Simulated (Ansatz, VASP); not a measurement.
# Cross-check of TiRe (Ti-Re-Re-Ti stack, (100) layers) between VASP and Ansatz, part 2 of 2

Aim: how closely do two programs agree when they are given the same cell, functional and k mesh? Of the first pair: The structure shown is the start of the Ansatz relaxation below; VASP solves that cell, so the two are compared at the walk's first step.

VASP 6.6.1 and Ansatz 0.2.0.

So far. Step 4 (Differences): The forces differ by 8.9 meV/Å r.m.s., which is 2.2 % of the r.m.s. force of 0.411 eV/Å (both taken over all components). Where the cell holds vacuum, a pressure given here is an average over it and none of the material. Step 5 (Ansatz: relaxation, PBEsol): This is the run of step 2 again, met here at its other cell.

### 6. VASP: single point, PBEsol, relaxed cell, pair 2

Level of this step: PBEsol; plane waves and PAW (Ti_sv, Re) (VASP).

The same cell, functional, mesh and smearing now go to VASP, with its own data sets.

Contents of INCAR:

```
SYSTEM = TiRe
PREC = Accurate
ENCUT = 520
EDIFF = 1E-06
NELM = 120
ISMEAR = 0
SIGMA = 0.1
LREAL = .FALSE.
ALGO = Normal
GGA = PS
NBANDS = 25
LASPH = .TRUE.
LORBIT = 11
LWAVE = .FALSE.
LCHARG = .FALSE.
ISIF = 2
LDIPOL = .TRUE.
IDIPOL = 3
DIPOL = 0.5 0.5 0.237
LVHAR = .TRUE.
GGA_COMPAT = .FALSE.
NELMDL = -8
KPAR = 2
```

Contents of POSCAR:

```
TiRe
1.0
    2.8700408521      0.0000000000      0.0000000000
    0.0000000000      2.8700408521      0.0000000000
    0.0000000000      0.0000000000     35.4665211220
Ti Re
2 2
Direct
    0.0000000000      0.0000000000      0.1635378973
    0.5000000000      0.5000000000      0.3110860429
    0.5000000000      0.5000000000      0.2135286725
    0.0000000000      0.0000000000      0.2610952677
```

Contents of KPOINTS:

```
Automatic mesh
0
Gamma
8 8 1
0 0 0
```

PAW data sets: Ti_sv and Re (PBE family, release 64).

On the command line:

```
$ mpirun -np 2 vasp_std
```

Numbers of over 12 decimals in the logs are rounded to 6 here.

Output:

```text
[banner, memory and clock lines left out]
running    2 mpi-ranks, on    1 nodes
[...]
[... a notice as in an earlier step ...]

 LDA part: xc-table for (Slater+PW92), standard interpolation
 POSCAR, INCAR and KPOINTS ok, starting setup
[...]
entering main loop
       N       E                     dE             d eps       ncg     rms          rms(c)
DAV:   1     0.306004158237E+03    0.30600E+03   -0.18355E+04  1313   0.133E+03
DAV:   2    -0.284040626939E+01   -0.30884E+03   -0.30123E+03  1301   0.553E+02
DAV:   3    -0.385468230117E+02   -0.35706E+02   -0.35162E+02  1488   0.182E+02
DAV:   4    -0.449831625433E+02   -0.64363E+01   -0.63579E+01  1356   0.422E+01
[...]
DAV:  33    -0.417318146985E+02   -0.21897E-05   -0.44125E-07   588   0.203E-02    0.346E-03
DAV:  34    -0.417318159585E+02   -0.12600E-05   -0.30479E-07   540   0.101E-02    0.282E-03
DAV:  35    -0.417318164881E+02   -0.52955E-06   -0.21654E-07   529   0.129E-02
   1 F= -.41731816E+02 E0= -.41715469E+02  d E =-.326940E-01
```

Parts of OUTCAR (step 6):

```text
  Total       -0.0329560     -0.0329560     -0.0807995      0.0000000      0.0000000      0.0000000
  in kB       -0.1807382     -0.1807382     -0.4431233      0.0000000      0.0000000      0.0000000
  external PRESSURE =      -0.2681999 kB  Pullay stress =       0.0000000 kB

 POSITION                                       TOTAL-FORCE (eV/Angst)
 -----------------------------------------------------------------------------------
      0.00000      0.00000      5.80012         0.000000     -0.000000      0.009585
      1.43502      1.43502     11.03314         0.000000      0.000000     -0.009585
      1.43502      1.43502      7.57312         0.000000      0.000000     -0.006087
      0.00000      0.00000      9.26014         0.000000     -0.000000      0.006087
 -----------------------------------------------------------------------------------
    total drift:                                0.000000      0.000000     -0.000299

  FREE ENERGIE OF THE ION-ELECTRON SYSTEM (eV)
  ---------------------------------------------------
  free  energy   TOTEN  =       -41.7318164881 eV

  energy  without entropy=      -41.6991224818  energy(sigma->0) =      -41.71546948

[... 1 part as in an earlier step ...]

[... 2 further parts left out ...]
[key lines of the parts left out:]
E-fermi :  -1.6496
```

The run ends at a pressure of -0.03 GPa, with forces up to 0.0096 eV/Å.

### 7. Side by side

What differs besides the data sets and the points named for the pairs above, as far as they apply: the data sets hold 54 valence electrons in Ansatz (on its PAW soft_1 files) and 38 in VASP. Total energies have different zeros and are not compared.

The largest component of a force difference here is 10 meV/Å. Where the cell holds vacuum, a pressure given here is an average over it and none of the material.

### 8. Ansatz: relaxation, PBEsol

This run makes the geometry at which the two programs are then compared.

The structure compared here is the end of the Ansatz relaxation.

Contents of input.yaml:

```yaml
crystal:
  lattice:
    - [2.8814820839, 0.0, 0.0]
    - [0.0, 2.8814820839, 0.0]
    - [0.0, 0.0, 35.466521122]
  atoms:
    - { symbol: Ti, position: [0.0, 0.0, 0.1641814691] }
    - { symbol: Re, position: [0.5, 0.5, 0.2136477345] }
    - { symbol: Re, position: [0.0, 0.0, 0.2609762057] }
    - { symbol: Ti, position: [0.5, 0.5, 0.3104424711] }
  periodic: [true, true, false]
kpoints:
  mp_grid: { grid: [10, 10, 1] }
hamiltonian:
  xc: pbesol
  pseudopotentials: { kind: paw, azcp: { folder: soft_1 }, xc_functional: pbe }
scf:
  occupations: { method: methfessel_paxton, width: 0.2 }
output:
  forces: true
  stress: true
  eigenvalues: true
relax:
  adjacent_minimum: "off"
  f_tol: 0.001
  max_steps: 60
  cell: { stress_2d_tol: 0.002 }
```

On the command line:

```
$ ansatz run input.yaml --threads 4 --pin off --max-ram 12288MiB --backend cpu --events-out ev --progress --plain --runs-dir out
```

Output:

```text
[...]
Crystal: 4 atoms, lattice volume = 294.476 Å³
Basis set: ecut = 420 eV, 5715 PW (Γ), exchange–correlation on 40×40×480 points (8 copies of the dense FFT grid, shifted against one another)
Bands: 33, of which v1, the nominal top of the filled ones, is band 27 counted from 1 (26 counted from 0)
Symmetry: 16 space group operations
[...]
k-points: 21 of 100
[...]
--- Relaxed structure (4 steps of the walk, 4 accepted, 1 SCFs on fresh bases) ---
[...]
cell:  # Å, volume = 293.9939 Å³
    - [2.879121, 0, 0.0]
    - [0, 2.879121, 0.0]
    - [0.0, 0.0, 35.466521122]
  atoms:
    - { symbol: Ti, position: [0, 0, 0.164066] }
    - { symbol: Re, position: [0.500000, 0.500000, 0.213619] }
    - { symbol: Re, position: [0, 0, 0.261005] }
    - { symbol: Ti, position: [0.500000, 0.500000, 0.310558] }
[key lines of the parts left out:]
SCF converged after 8 iterations
Free energy (F): -26422.822689 eV
Fermi energy:    -4.484002 eV
P = ½ c Tr σ = -0.0001 N/m
```

### 9. VASP: single point, PBEsol, relaxed cell, pair 3

The same cell, functional, mesh and smearing now go to VASP, with its own data sets.

INCAR, as its differences from that of step 6:

```diff
@@ -5,4 +5,4 @@
 NELM = 120
-ISMEAR = 0
-SIGMA = 0.1
+ISMEAR = 1
+SIGMA = 0.2
 LREAL = .FALSE.
```

Contents of POSCAR:

```
TiRe
1.0
    2.8791206461      0.0000000000      0.0000000000
    0.0000000000      2.8791206461      0.0000000000
    0.0000000000      0.0000000000     35.4665211220
Ti Re
2 2
Direct
    0.0000000000      0.0000000000      0.1640656267
    0.5000000000      0.5000000000      0.3105583135
    0.5000000000      0.5000000000      0.2136187760
    0.0000000000      0.0000000000      0.2610051642
```

Contents of KPOINTS:

```
Automatic mesh
0
Gamma
10 10 1
0 0 0
```

On the command line:

```
$ mpirun -np 2 vasp_std
```

Output:

```text
[... set-up lines as in an earlier step ...]
 entering main loop
       N       E                     dE             d eps       ncg     rms          rms(c)
DAV:   1     0.305152231277E+03    0.30515E+03   -0.18239E+04  1811   0.133E+03
DAV:   2    -0.329860712635E+01   -0.30845E+03   -0.30117E+03  1817   0.543E+02
DAV:   3    -0.386015919588E+02   -0.35303E+02   -0.34793E+02  2032   0.173E+02
DAV:   4    -0.443634869267E+02   -0.57619E+01   -0.56497E+01  1780   0.431E+01
[...]
DAV:  31    -0.417140159752E+02   -0.44755E-05   -0.56637E-07   919   0.163E-02    0.783E-03
DAV:  32    -0.417140198873E+02   -0.39121E-05   -0.85189E-07   850   0.188E-02    0.569E-03
DAV:  33    -0.417140207165E+02   -0.82926E-06   -0.56195E-07   768   0.204E-02
   1 F= -.41714021E+02 E0= -.41715179E+02  d E =0.347356E-02
```

OUTCAR, selected parts (step 9):

```text
  Total       -0.0386192     -0.0386192     -0.0762166      0.0000000      0.0000000      0.0000000
  in kB       -0.2104629     -0.2104629     -0.4153570      0.0000000      0.0000000      0.0000000
  external PRESSURE =      -0.2787610 kB  Pullay stress =       0.0000000 kB

 POSITION                                       TOTAL-FORCE (eV/Angst)
 -----------------------------------------------------------------------------------
      0.00000      0.00000      5.81884        -0.000000      0.000000      0.010128
      1.43956      1.43956     11.01442        -0.000000     -0.000000     -0.010128
      1.43956      1.43956      7.57631        -0.000000      0.000000     -0.004762
      0.00000      0.00000      9.25695         0.000000      0.000000      0.004762
 -----------------------------------------------------------------------------------
    total drift:                                0.000000      0.000000     -0.000505

  FREE ENERGIE OF THE ION-ELECTRON SYSTEM (eV)
  ---------------------------------------------------
  free  energy   TOTEN  =       -41.7140207165 eV

  energy  without entropy=      -41.7174942723  energy(sigma->0) =      -41.71517857

[... 3 further parts left out ...]
[key lines of the parts left out:]
E-fermi :  -1.6051
```

The run ends at a pressure of -0.03 GPa, with forces up to 0.010 eV/Å.

### 10. Side by side

What differs besides the data sets and the points named for the pairs above, as far as they apply: the data sets hold 54 valence electrons in Ansatz (on its PAW soft_1 files) and 38 in VASP. Total energies have different zeros and are not compared.

The largest component of a force difference here is 10 meV/Å. Where the cell holds vacuum, a pressure given here is an average over it and none of the material.

### 11. What came out

| Property | Result |
| --- | --- |
| r.m.s. force difference (single point, PBEsol, start cell, pair 1) | 2.2 % of the r.m.s. force |
| r.m.s. force difference (single point, PBEsol, relaxed cell, pair 2) | 5.1 meV/Å |
| r.m.s. force difference (single point, PBEsol, relaxed cell, pair 3) | 4.5 meV/Å |

In words: The r.m.s. force difference is 2.2 % of the r.m.s. force (single point, PBEsol, start cell, pair 1), within the 3 % picked in this series as the mark of a large difference. The data sets hold unlike numbers of valence electrons (54 in Ansatz and 38 in VASP), so part of the differences may come from the potentials. 2 further pairs of this series are not shown here. How closely two codes agree says nothing of how well the functional describes the real material.

[Lines on the potential files, build, host, timing and source positions are cut from VASP's logs without a mark.]

[Logs are printed without paths, hosts, clocks, repeated set-up lines and the standing remarks that a program may print on its own settings, such as how far it seeks lower states.]

[Hosts, paths, dates, database ids (printed as entryN), source tags and the programs' standing remarks are cut or masked in the printed files.]
